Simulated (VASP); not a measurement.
Take CdS (wurtzite), without spin-orbit terms, in VASP with PAW potentials, and its band gap. mBJ is a potential without an energy functional, so only the levels count.

Question: One run gives 1.09 eV. Which level is it?
A. SCAN (own cell)
B. HSE06 (PBE cell)
C. mBJ (TB09) (PBE cell)
D. PBEsol (own cell)

Answer: D, PBEsol (own cell).  The others give 1.56 (SCAN (own cell)), 2.63 (mBJ (TB09) (PBE cell)), 2.14 (HSE06 (PBE cell)).

Only levels that ran to the end are used. Left out are those held back, those with too coarse a band path, GW runs whose mesh misses a band edge, hybrids' fits of cells that aren't cubic and levels without matching references; a question may draw on a part of the rest.

The compound is CdS in the wurtzite structure.
